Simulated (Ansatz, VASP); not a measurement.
# Cross-check of Ca3PbO between VASP and Ansatz, part 2 of 2

Aim: how closely do two programs agree when they are given the same cell, functional and k mesh? The cell is taken from a series of runs on this material, whose earlier steps may have relaxed, scaled, displaced or heated it; both programs get it as it stands.

VASP 6.6.1 and Ansatz 0.2.0.

So far: Set-up; VASP: zone-centre phonons, PBEsol.

### 2. VASP: zone-centre phonons, PBEsol (continued)

Level of this step: PBEsol; plane waves and PAW (Ca_sv, Pb_d, O) (VASP).

Numbers of over 12 decimals in the logs are rounded to 6 here.

From OUTCAR (step 2):

```text
ion  position               nearest neighbor table
   1  0.000  0.500  0.500-   5 2.40   5 2.40   4 3.39   4 3.39   4 3.39   4 3.39
   2  0.500  0.000  0.500-   5 2.40   5 2.40   4 3.39   4 3.39   4 3.39   4 3.39
   3  0.500  0.500  0.000-   5 2.40   5 2.40   4 3.39   4 3.39   4 3.39   4 3.39
   4  0.000  0.000  0.000-   1 3.39   2 3.39   3 3.39   1 3.39   2 3.39   1 3.39   3 3.39   1 3.39
                             2 3.39   3 3.39   2 3.39   3 3.39
   5  0.500  0.500  0.500-   1 2.40   2 2.40   3 2.40   3 2.40   2 2.40   1 2.40

  LATTYP: Found a simple cubic cell.
 ALAT       =     4.7991304546

 Subroutine GETGRP returns: Found 48 space group operations
 (whereof 48 operations were pure point group operations)

The static configuration has the point symmetry O_h .

 Found     35 irreducible k-points:

   k-points           NKPTS =     35   k-points in BZ     NKDIM =     35   number of bands    NBANDS=     31

   dimension x,y,z NGX =    40 NGY =   40 NGZ =   40
   dimension x,y,z NGXF=    80 NGYF=   80 NGZF=   80

   ENCUT  =  600.0 eV  44.10 Ry    6.64 a.u.   9.59  9.59  9.59*2*pi/ulx,y,z

   NELECT =      50.0000    total number of electrons

 k-points in reciprocal lattice and weights: Automatic mesh
   0.00000000  0.00000000  0.00000000       0.002
   0.12500000  0.00000000  0.00000000       0.012
   0.25000000  0.00000000  0.00000000       0.012
   0.37500000  0.00000000  0.00000000       0.012
   0.50000000  0.00000000  0.00000000       0.006
   0.12500000  0.12500000  0.00000000       0.023
   0.25000000  0.12500000  0.00000000       0.047
   0.37500000  0.12500000  0.00000000       0.047
   0.50000000  0.12500000  0.00000000       0.023
[...]
0.50000000  0.50000000  0.37500000       0.012
   0.50000000  0.50000000  0.50000000       0.002

 average (electrostatic) potential at core
       1 -44.5382       2 -44.5382       3 -44.5382       4 -91.1117       5 -70.7290

  Total        0.1413007      0.1413007      0.1413007     -0.0000000     -0.0000000      0.0000000
  in kB        2.0481762      2.0481762      2.0481762     -0.0000000     -0.0000000      0.0000000
[...]
POSITION                                       TOTAL-FORCE (eV/Angst)
 -----------------------------------------------------------------------------------
      0.00000      2.39957      2.39957         0.000000      0.000000      0.000000
      2.39957      0.00000      2.39957         0.000000      0.000000      0.000000
      2.39957      2.39957      0.00000         0.000000      0.000000      0.000000
      0.00000      0.00000      0.00000         0.000000      0.000000      0.000000
      2.39957      2.39957      2.39957         0.000000      0.000000      0.000000
 -----------------------------------------------------------------------------------
    total drift:                               -0.000000      0.000000     -0.000000

 Eigenvectors and eigenvalues of the dynamical matrix
 ----------------------------------------------------

   1 f  =    8.629316 THz    54.219590 2PiTHz  287.842991 cm-1    35.687966 meV
             X         Y         Z           dx          dy          dz
      0.000000  2.399565  2.399565    -0.074441   -0.162283   -0.000000
      2.399565  0.000000  2.399565    -0.086791   -0.139192   -0.000000
      2.399565  2.399565  0.000000    -0.086791   -0.162283    0.000000
      0.000000  0.000000  0.000000    -0.016816   -0.031443   -0.000000
      2.399565  2.399565  2.399565     0.448908    0.839379    0.000000

   2 f  =    8.629316 THz    54.219590 2PiTHz  287.842991 cm-1    35.687966 meV
             X         Y         Z           dx          dy          dz
      0.000000  2.399565  2.399565     0.000000    0.000000   -0.184034
      2.399565  0.000000  2.399565     0.000000    0.000000   -0.184034
      2.399565  2.399565  0.000000     0.000000    0.000000   -0.157848
      0.000000  0.000000  0.000000     0.000000    0.000000   -0.035657
      2.399565  2.399565  2.399565    -0.000000   -0.000000    0.951880

   3 f  =    8.629316 THz    54.219590 2PiTHz  287.842991 cm-1    35.687966 meV
             X         Y         Z           dx          dy          dz
      0.000000  2.399565  2.399565    -0.139192    0.086791    0.000000
      2.399565  0.000000  2.399565    -0.162283    0.074441    0.000000
      2.399565  2.399565  0.000000    -0.162283    0.086791   -0.000000
      0.000000  0.000000  0.000000    -0.031443    0.016816   -0.000000
      2.399565  2.399565  2.399565     0.839379   -0.448908    0.000000

   4 f  =    7.421933 THz    46.633381 2PiTHz  247.569041 cm-1    30.694635 meV
             X         Y         Z           dx          dy          dz
      0.000000  2.399565  2.399565     0.006115   -0.000404   -0.422024
      2.399565  0.000000  2.399565    -0.003220    0.000768   -0.422024
      2.399565  2.399565  0.000000    -0.003220   -0.000404    0.801383
      0.000000  0.000000  0.000000     0.000196    0.000025    0.025647
      2.399565  2.399565  2.399565    -0.000224   -0.000028   -0.029334

   5 f  =    7.421933 THz    46.633381 2PiTHz  247.569041 cm-1    30.694635 meV
             X         Y         Z           dx          dy          dz
      0.000000  2.399565  2.399565     0.631510   -0.259821    0.002787
      2.399565  0.000000  2.399565    -0.332565    0.493376    0.002787
      2.399565  2.399565  0.000000    -0.332565   -0.259821   -0.005292
      0.000000  0.000000  0.000000     0.020210    0.015790   -0.000169
      2.399565  2.399565  2.399565    -0.023116   -0.018060    0.000194

   6 f  =    7.421933 THz    46.633381 2PiTHz  247.569041 cm-1    30.694635 meV
             X         Y         Z           dx          dy          dz
      0.000000  2.399565  2.399565    -0.493367   -0.332577   -0.001664
      2.399565  0.000000  2.399565     0.259816    0.631531   -0.001664
      2.399565  2.399565  0.000000     0.259816   -0.332577    0.003160
      0.000000  0.000000  0.000000    -0.015789    0.020211    0.000101
      2.399565  2.399565  2.399565     0.018059   -0.023117   -0.000116

   7 f  =    4.625287 THz    29.061536 2PiTHz  154.282970 cm-1    19.128642 meV
             X         Y         Z           dx          dy          dz
      0.000000  2.399565  2.399565    -0.000000   -0.131560   -0.582437
      2.399565  0.000000  2.399565    -0.378760   -0.000000    0.582437
      2.399565  2.399565  0.000000     0.378760    0.131560    0.000000
      0.000000  0.000000  0.000000     0.000000   -0.000000    0.000000
      2.399565  2.399565  2.399565    -0.000000    0.000000   -0.000000

   8 f  =    4.625287 THz    29.061536 2PiTHz  154.282970 cm-1    19.128642 meV
             X         Y         Z           dx          dy          dz
      0.000000  2.399565  2.399565    -0.000000   -0.201299    0.400911
      2.399565  0.000000  2.399565    -0.546579    0.000000   -0.400911
      2.399565  2.399565  0.000000     0.546579    0.201299   -0.000000
      0.000000  0.000000  0.000000     0.000000    0.000000   -0.000000
      2.399565  2.399565  2.399565    -0.000000    0.000000   -0.000000

   9 f  =    4.625287 THz    29.061536 2PiTHz  154.282970 cm-1    19.128642 meV
             X         Y         Z           dx          dy          dz
      0.000000  2.399565  2.399565    -0.000000   -0.664959   -0.006132
      2.399565  0.000000  2.399565     0.240399   -0.000000    0.006132
      2.399565  2.399565  0.000000    -0.240399    0.664959    0.000000
      0.000000  0.000000  0.000000     0.000000    0.000000    0.000000
      2.399565  2.399565  2.399565     0.000000   -0.000000   -0.000000

  10 f  =    3.105095 THz    19.509885 2PiTHz  103.574806 cm-1    12.841634 meV
             X         Y         Z           dx          dy          dz
      0.000000  2.399565  2.399565     0.361908    0.259282    0.016255
      2.399565  0.000000  2.399565     0.322946    0.290563    0.016255
      2.399565  2.399565  0.000000     0.322946    0.259282    0.018217
      0.000000  0.000000  0.000000    -0.489710   -0.393171   -0.024649
      2.399565  2.399565  2.399565     0.166544    0.133713    0.008383

  11 f  =    3.105095 THz    19.509885 2PiTHz  103.574806 cm-1    12.841634 meV
             X         Y         Z           dx          dy          dz
      0.000000  2.399565  2.399565     0.290787   -0.323194    0.000000
      2.399565  0.000000  2.399565     0.259482   -0.362186    0.000000
      2.399565  2.399565  0.000000     0.259482   -0.323194    0.000000
      0.000000  0.000000  0.000000    -0.393474    0.490087   -0.000000
      2.399565  2.399565  2.399565     0.133816   -0.166673    0.000000

  12 f  =    3.105095 THz    19.509885 2PiTHz  103.574806 cm-1    12.841634 meV
             X         Y         Z           dx          dy          dz
      0.000000  2.399565  2.399565    -0.014205   -0.010177    0.414151
      2.399565  0.000000  2.399565    -0.012676   -0.011405    0.414151
      2.399565  2.399565  0.000000    -0.012676   -0.010177    0.464117
      0.000000  0.000000  0.000000     0.019221    0.015432   -0.628012
      2.399565  2.399565  2.399565    -0.006537   -0.005248    0.213579

  13 f/i=    0.017946 THz     0.112755 2PiTHz    0.598598 cm-1     0.074217 meV
             X         Y         Z           dx          dy          dz
      0.000000  2.399565  2.399565    -0.301027   -0.161468    0.014537
      2.399565  0.000000  2.399565    -0.299914   -0.162067    0.014537
      2.399565  2.399565  0.000000    -0.299914   -0.161468    0.014591
      0.000000  0.000000  0.000000    -0.683151   -0.367794    0.033113
      2.399565  2.399565  2.399565    -0.191478   -0.103088    0.009281

  14 f/i=    0.017946 THz     0.112755 2PiTHz    0.598598 cm-1     0.074217 meV
             X         Y         Z           dx          dy          dz
      0.000000  2.399565  2.399565    -0.161778    0.300261    0.009789
      2.399565  0.000000  2.399565    -0.161180    0.301375    0.009789
      2.399565  2.399565  0.000000    -0.161180    0.300261    0.009825
      0.000000  0.000000  0.000000    -0.367139    0.683941    0.022297
      2.399565  2.399565  2.399565    -0.102904    0.191700    0.006250

  15 f/i=    0.017946 THz     0.112755 2PiTHz    0.598598 cm-1     0.074217 meV
             X         Y         Z           dx          dy          dz
      0.000000  2.399565  2.399565     0.017504   -0.001738    0.340477
      2.399565  0.000000  2.399565     0.017439   -0.001745    0.340477
      2.399565  2.399565  0.000000     0.017439   -0.001738    0.341740
      0.000000  0.000000  0.000000     0.039724   -0.003960    0.775545
      2.399565  2.399565  2.399565     0.011134   -0.001110    0.217375

 ELASTIC MODULI CONTR FROM IONIC RELAXATION (kBar)
 Direction    XX          YY          ZZ          XY          YZ          ZX
 --------------------------------------------------------------------------------
 XX           0.0000      0.0000      0.0000      0.0000      0.0000      0.0000
 YY           0.0000      0.0000      0.0000      0.0000      0.0000      0.0000
 ZZ           0.0000      0.0000      0.0000      0.0000      0.0000      0.0000
 XY           0.0000      0.0000      0.0000      0.0000      0.0000      0.0000
 YZ           0.0000      0.0000      0.0000      0.0000      0.0000      0.0000
 ZX           0.0000      0.0000      0.0000      0.0000      0.0000      0.0000
 --------------------------------------------------------------------------------
```

### 3. Ansatz: zone-centre phonons, PBEsol

Ansatz runs on its PAW soft_1 files.

The same cell, functional, mesh and smearing now go to Ansatz, which takes its cutoff from its data sets.

Input file input.yaml:

```yaml
crystal:
  lattice:
    - [4.7991304546, 0.0, 0.0]
    - [0.0, 4.7991304546, 0.0]
    - [0.0, 0.0, 4.7991304546]
  atoms:
    - { symbol: Ca, position: [0.0, 0.5, 0.5] }
    - { symbol: Ca, position: [0.5, 0.0, 0.5] }
    - { symbol: Ca, position: [0.5, 0.5, 0.0] }
    - { symbol: Pb, position: [0.0, 0.0, 0.0] }
    - { symbol: O, position: [0.5, 0.5, 0.5] }
kpoints:
  mp_grid: { grid: [8, 8, 8] }
hamiltonian:
  xc: pbesol
  pseudopotentials: { kind: paw, azcp: { folder: soft_1 }, xc_functional: pbe }
scf:
  occupations: { method: methfessel_paxton, width: 0.2 }
output:
  eigenvalues: true
phonons:
  method: dfpt
```

The run is started by

```bash
ansatz run input.yaml --threads 4 --pin off --max-ram 10240MiB --backend cpu --events-out ev --progress --plain --runs-dir out
```

Log:

```text
zone centre: on kpoints.mp_grid the ground state, and the responses unless they are solved on pairs of k-points, stand on 125 of the mesh's 512 k-points, reduced under 8 symmetry operations, with k and −k counted as one. Each operation leaves every solved displacement unchanged or reverses it
Engine: ansatz 0.2.0, aarch64-unknown-linux-gnu
Pseudopotentials: kind: paw
Pseudopotential: Ca, paw, valence charge 10, recommended cutoff 420 eV (normal), soft_1/Ca.paw.azcp
Pseudopotential: Pb, paw, valence charge 14, recommended cutoff 420 eV (normal), soft_1/Pb.paw.azcp
Pseudopotential: O, paw, valence charge 6, recommended cutoff 420 eV (normal), soft_1/O.paw.azcp
Functional definition: PBEsol
  exchange = pbesol_x
  correlation = pbesol_c
Crystal: 5 atoms, lattice volume = 110.532 Å³
Basis set: ecut = 420 eV, 2109 PW (Γ), exchange–correlation on 72×72×72 points (8 copies of the dense FFT grid, shifted against one another)
Bands: 30, of which v1, the nominal top of the filled ones, is band 25 counted from 1 (24 counted from 0)
Symmetry: 48 space group operations
k-points: 125 of 512 (irreducible under 8 space group operations)
Non-local potential: Ca, projectors of the file, l = 0: 3, l = 1: 2, l = 2: 2
Non-local potential: Pb, projectors of the file, l = 0: 2, l = 1: 2, l = 2: 2, l = 3: 1
Non-local potential: O, projectors of the file, l = 0: 2, l = 1: 2, l = 2: 1
PAW form: soft (Blöchl's): semilocal exchange-correlation on the pseudo side does not see the compensation charge
PAW frozen core: Ca, regenerated for the run's functional, and the local potential with it (the file was generated under x = pbe(κ = 0.804, μ = 0.219515), c = pbe(β = 0.066725))
PAW frozen core: Pb, regenerated for the run's functional, and the local potential with it (the file was generated under x = pbe(κ = 0.804, μ = 0.219515), c = pbe(β = 0.066725))
PAW frozen core: O, regenerated for the run's functional, and the local potential with it (the file was generated under x = pbe(κ = 0.804, μ = 0.219515), c = pbe(β = 0.066725))
PAW one-centre angular grid: Ca, 110 points (default); XC on 64 Gauss nodes
PAW one-centre angular grid: Pb, 590 points (default); XC on 64 Gauss nodes
PAW one-centre angular grid: O, 110 points (default); XC on 64 Gauss nodes
Initial density: superposition of atomic densities (chi_scale 0.1, normalization cell, long waves kept (reshape's long-wave potential 0.00 eV rms))
Initial wavefunctions: pseudopotential atomic-orbital guess
Functional: x = pbesol(κ = 0.804, μ = 0.123457), c = pbesol(β = 0.046)
SCF iter   1: F=—  HF=-17708.272631 eV  |F-HF|=—  |Δ(HF+E_count)|=         —  Δρ=1.10e-1  dr2=1.55e1  ethr=3.10e-3  ⟨swp⟩=9.2  Hψ=41713  notcnv=0
automatic band count: the SCF goes on with 35 bands, as 30 were too few: they end inside the smearing window of the response
preconditioner: auto → Resta (q_TF=auto, 2.390 Å⁻¹)  ε∞=4.2  [insulator: Δε(μ)=0.171 eV  Ē_g=10.094 eV  σ=0.200 eV  W_gap=0.55  n_scr=26 (ndim 8)  ℏωp=18.0 eV  f_vac=0.000  D(μ)=0.41/eV (n_scr^D=0)  ε∞_Penn≈4.2]
SCF iter   2: F=—  HF=-17704.834955 eV  |F-HF|=—  |Δ(HF+E_count)|=    3.44e0  S|Δr|=    0.00e0  Δρ=2.07e-2  dr2=5.79e-1  ethr=3.10e-3  ⟨swp⟩=3.4  Hψ=10346  notcnv=0  defer=479
SCF iter   3: F=—  HF=-17704.794641 eV  |F-HF|=—  |Δ(HF+E_count)|=   4.03e-2  S|Δr|=    0.00e0  Δρ=1.00e-2  dr2=8.60e-2  ethr=1.16e-3  ⟨swp⟩=2.1  Hψ=7114  notcnv=0  defer=499
SCF iter   4: F=—  HF=-17704.815595 eV  |F-HF|=—  |Δ(HF+E_count)|=   2.10e-2  S|Δr|=    0.00e0  Δρ=2.00e-3  dr2=5.39e-3  ethr=1.72e-4  ⟨swp⟩=2.1  Hψ=4930  notcnv=0  defer=499
SCF iter   5: F=—  HF=-17704.814962 eV  |F-HF|=—  |Δ(HF+E_count)|=   6.33e-4  S|Δr|=    0.00e0  Δρ=5.62e-4  dr2=4.97e-4  ethr=1.08e-5  ⟨swp⟩=2.5  Hψ=6939  notcnv=0  defer=499
SCF iter   6: F=—  HF=-17704.815011 eV  |F-HF|=—  |Δ(HF+E_count)|=   4.88e-5  S|Δr|=    0.00e0  Δρ=1.02e-4  dr2=1.61e-5  ethr=9.94e-7  ⟨swp⟩=2.4  Hψ=5522  notcnv=0  defer=499
SCF iter   7: F=—  HF=-17704.815012 eV  |F-HF|=—  |Δ(HF+E_count)|=   1.01e-6  S|Δr|=    0.00e0  Δρ=2.25e-5  dr2=8.24e-7  ethr=3.23e-8  ⟨swp⟩=2.4  Hψ=6021  notcnv=0  defer=499
SCF iter   8: F=—  HF=-17704.815009 eV  |F-HF|=—  |Δ(HF+E_count)|=   2.96e-6  S|Δr|=    0.00e0  Δρ=4.18e-6  dr2=2.16e-8  ethr=1.65e-9  ⟨swp⟩=2.1  Hψ=5435  notcnv=0  defer=499
SCF iter   9: F=—  HF=-17704.815009 eV  |F-HF|=—  |Δ(HF+E_count)|=   1.47e-9  S|Δr|=    0.00e0  Δρ=5.53e-7  dr2=2.96e-10  ethr=4.32e-11  ⟨swp⟩=2.0  Hψ=5497  notcnv=0  defer=499
SCF iter  10: F=—  HF=-17704.815009 eV  |F-HF|=—  |Δ(HF+E_count)|=  8.73e-11  S|Δr|=    0.00e0  Δρ=1.86e-7  dr2=2.38e-11  ethr=1.00e-12  ⟨swp⟩=2.1  Hψ=6607  notcnv=0  defer=499
SCF iter  11: F=-17704.815009 eV  HF=-17704.815009 eV  |F-HF|=3.64e-12  |Δ(HF+E_count)|=  7.28e-12  S|Δr|=    0.00e0  Δρ=5.29e-8  dr2=2.08e-12  ethr=1.00e-12  ⟨swp⟩=13.3  Hψ=25549  notcnv=0
SCF 1 converged in 11 iterations: F = -17704.815009 eV  dr2 = 2.08e-12
  greatest PAW one-centre occupation: 0.995 electrons in one spin orbital (limit 2), on the Ca atom at site 0 (counted from 0), in its partial waves of l = 0
DFPT response loops at Γ: preconditioner auto → Kerker (q_TF=auto, 2.390 Å⁻¹) (partly filled bands, converged f_vac=0.000); β = 1.00, the filter's whole step (`scf.mixing.beta` (0.50) is not read by the response loops under this deck's `scf.mixing.preconditioner`; to damp them name `kerker` or `kerker_dos`, under which they read `scf.mixing.beta`, and type it under 1.00, their step now; both keys bind the ground state too); Broyden in place of MSR1
SCF converged after 11 iterations
Stability not checked: this state was not tested for a lower state beside it, because cold or Methfessel-Paxton smearing, or corrected tetrahedra, fill the levels in a way that the test cannot read (fill_not_monotonic; see scf.lower_state_search)
Free energy (F): -17704.815009 eV
Harris-Foulkes:  -17704.815009 eV  (|F-HF|=3.64e-12)
Internal energy: -17704.815647 eV  (E = F + TS)
E sigma→0 (E₀):  -17704.815168 eV
Entropy (-TS):   0.000638 eV (0.128 meV/atom)
Fermi energy:    10.036681 eV
--- Per-component energies (eV) ---
  E_band       = -401.813545
  E_kinetic    = 1231.364909
  E_local      = -3380.864516  (includes V_loc(G=0)·N_el)
  E_nonlocal   = 633.720548
  E_hartree    = 1179.496006
  E_xc         = -656.153014
  E_vxc        = -705.417839  (∫ρ·V_xc dr)
  E_paw        = -12935.941730  (= ΣΔE_a)
  E_vpaw       = -539.609339  (= ΣTr[D̂ρ^β])
  E_aug_tail   = 0.000747  (compensation charges beyond the density's cutoff)
  E_ewald      = -3776.892439
  E_core_change = 0.453842  (= ΣΔE_core)
  E_smearing   = 0.000638  (= −TS)
  E_closure    = -0.000000  (closes the sum)
  Σ components = -17704.815009   (vs F -17704.815009, Δ=0.00e0)
--- Band table (eV; the first three rows and the last of 125) ---
  k-point 0: bands = [... 21 lower, 5.7959, 9.9957, 9.9957, 10.1472, 10.1472, 10.1472, 10.7205, 10.7205, ... 6 higher]
  k-point 1: bands = [... 21 lower, 5.7798, 8.9261, 9.8262, 9.8262, 10.1108, 10.5935, 10.7646, 11.1455, ... 6 higher]
  k-point 2: bands = [... 21 lower, 5.7418, 7.7877, 9.4476, 9.4476, 10.4332, 10.8837, 11.0072, 11.8271, ... 6 higher]
  k-point 124: bands = [... 21 lower, 4.5702, 8.3617, 8.3617, 8.3617, 11.0549, 11.0549, 11.0549, 12.5903, ... 6 higher]
--- Phonons (Γ-DFPT): 4 representative perturbations + reference, on 125 of 512 k-points (Σ response iterations 12) ---
  k mesh reduced under 8 symmetry operations, with k and −k counted as one. Each operation leaves every solved displacement unchanged or reverses it
  ASR residual: 1.714e-4 → 0.000e0 eV/Å²; symmetrization residual: 8.783e-6 eV/Å²
  ASR residual per site (eV/Å²): 1.25e-4 1.25e-4 1.25e-4 2.97e-5 1.71e-4
  Γ frequencies (cm⁻¹): 0.00 0.00 0.00 102.62 102.62 102.62 151.74 151.74 151.74 243.58 243.58 243.58 283.17 283.17 283.17
  non-analytic LO–TO correction: not included (Born effective charges unavailable; polar crystals: no LO–TO splitting at Γ)
```

In the SCF lines HF is the Harris–Foulkes energy and dr2 the Hartree energy of the density residual, in eV; the loop may stop once dr2 is under the threshold and the program's other checks hold. Hψ counts applications of the Hamiltonian.

### 4. Comparison

Known differences besides the potentials themselves: the cutoff is 420 eV in Ansatz and 600 eV in VASP; Ansatz makes its cores anew for this functional, VASP keeps those of its PBE data sets. Total energies have different zeros and are not compared.

Compared:

```
                    quantity  Ansatz   VASP  difference
  optical mode 1 to 3 (cm⁻¹)   102.6  103.6     -0.92 %
  optical mode 4 to 6 (cm⁻¹)   151.7  154.3     -1.65 %
  optical mode 7 to 9 (cm⁻¹)   243.6  247.6     -1.61 %
optical mode 10 to 12 (cm⁻¹)   283.2  287.8     -1.62 %
```

Modes are paired by rising frequency, not by their patterns, so a pair may set unlike modes beside each other; they are those without the splitting of longitudinal modes.

### 5. Results

```yaml
r_m_s_difference_of_the_optical_zone_centre_modes_each_program_s_sorted_by_frequency_zone_centre_phonons_pbesol: 3.4 cm⁻¹
difference_in_optical_mode_4_to_6_zone_centre_phonons_pbesol: -1.6 %
```

The r.m.s. difference of the optical zone-centre modes, each program's sorted by frequency is 3.4 cm⁻¹ (zone-centre phonons, PBEsol). Among the rows given in per cent, the largest difference of the zone-centre phonons, PBEsol pair is in optical mode 4 to 6, -1.6 %. Such differences can come from data sets, numerical settings and the points named under the comparisons, not from the functional's error against experiment.

[Lines on the potential files, build, host, timing and source positions are cut from VASP's logs without a mark.]

[Logs are printed without paths, hosts, clocks, repeated set-up lines and the standing remarks that a program may print on its own settings, such as how far it seeks lower states.]

[Hosts, paths, dates, database ids (printed as entryN), source tags and the programs' standing remarks are cut or masked in the printed files.]
